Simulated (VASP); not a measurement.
Data:

```
CELL_PARAMETERS angstrom
      0.00000     2.18867     2.18867
      2.18867     0.00000     2.18867
      2.18867     2.18867     0.00000
ATOMIC_POSITIONS crystal
  Nb 0.00000 0.00000 0.00000
  N  0.50000 0.50000 0.50000
```

Calculation: PBEsol GGA, VASP's PBE PAW potentials (set 64) (plane waves; VASP). Run with 600 eV cut-off, 14×14×14 Γ-centred mesh, first-order Methfessel-Paxton smearing of 0.10 eV, potentials Nb_sv N.

Problem. What does the run give for the energy per atom (σ→0), band gap (on the k-mesh) with the smallest direct gap where there is one?

Solution. 
* **band gap (on the k-mesh)**: none (metal, semimetal or under 0.01 eV)
* **energy per atom (σ→0)**: -10.951 eV/atom

Total energies compare only between runs with the same potentials, cut-off and functional.

The compound is NbN in the rock salt structure, the cubic δ form, which competes with hexagonal ones. It was relaxed first. VASP warned that the highest band is occupied, so more bands are needed.
